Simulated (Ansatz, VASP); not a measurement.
# One calculation of Na2Al, two programs

File INCAR:

```
SYSTEM = Na2Al
  ALGO = Normal
  EDIFF = 1E-6
  ENCUT = 520
  GGA = PE
  ISIF = 2
  ISMEAR = 0
  LASPH = .True.
  LCHARG = .False.
  LREAL = .False.
  LWAVE = .False.
  NBANDS = 26
  NELM = 80
  PREC = Accurate
  SIGMA = 0.1
```

KPOINTS

```
k-points
0
Gamma
  4 4 4
  0 0 0
```

POSCAR

```
Na2Al
1.0
    4.0909532774      0.0000000000      0.0000000000
    0.0000000000      4.0909532774      0.0000000000
    0.0000000000      0.0000000000      6.2419830693
Na Al
4 2
Direct
    0.0000000000      0.0000000000      0.0000000000
    0.5000000000      0.5000000000      0.0000000000
    0.0000000000      0.5000000000      0.2700000000
    0.5000000000      0.0000000000      0.7300000000
    0.0000000000      0.5000000000      0.7000000000
    0.5000000000      0.0000000000      0.3000000000
```

Input for Ansatz:

```yaml
crystal:
  lattice:
    - [4.0909532774, 0.0, 0.0]
    - [0.0, 4.0909532774, 0.0]
    - [0.0, 0.0, 6.2419830693]
  atoms:
    - { symbol: Na, position: [0.0, 0.0, 0.0] }
    - { symbol: Na, position: [0.5, 0.5, 0.0] }
    - { symbol: Na, position: [0.0, 0.5, 0.27] }
    - { symbol: Na, position: [0.5, 0.0, 0.73] }
    - { symbol: Al, position: [0.0, 0.5, 0.7] }
    - { symbol: Al, position: [0.5, 0.0, 0.3] }
basis:
  ecutwfc: 420
kpoints:
  mp_grid: { grid: [4, 4, 4] }
hamiltonian:
  xc: pbe
scf:
  occupations: { method: gaussian, width: 0.1 }
  lower_state_search: "off"
output:
  forces: true
  stress: true
  eigenvalues: true
```

Alike in both runs: task single point; functional PBE; k mesh 4 × 4 × 4; occupations gaussian, width 0.1 eV; no spin polarisation.

|  | VASP | Ansatz |
| --- | --- | --- |
| version | VASP 6.6.1 | Ansatz 0.2.0 |
| potentials or method | VASP PAW PBE potentials, release 64 (Na_pv, Al) | scalar-relativistic, plane waves, PAW |
| plane-wave cutoff (eV) | 520 | 420 |
| valence electrons in the cell | 34 | 42 |

Ansatz gave:

```
gap on the k mesh at the Fermi level (eV)       : none
pressure (GPa)                                  : 22.4
largest component of the traceless stress (GPa) : 0.39
rms of the force components (eV/Å)              : 0.545
```

**Question.** Estimate VASP's values.

**Answer.** gap on the k mesh at the Fermi level (eV): none; pressure (GPa): 22.6; largest component of the traceless stress (GPa): 0.38; rms of the force components (eV/Å): 0.548.

Atom by atom the forces differ by 0.002 eV/Å (rms over components). A gap of «none» marks a metal or a gap that the smearing closes. The two sets of potentials don't hold the same shells in valence.

Caveats: the k mesh is coarse (spacing up to 0.38 Å⁻¹), so the values aren't converged; so large a pressure means that the cell lies far from this level's equilibrium, or that cutoff or potentials fall short (VASP); forces of over 1 eV/Å show positions far from the minimum, so gaps and moduli don't describe the material at rest.
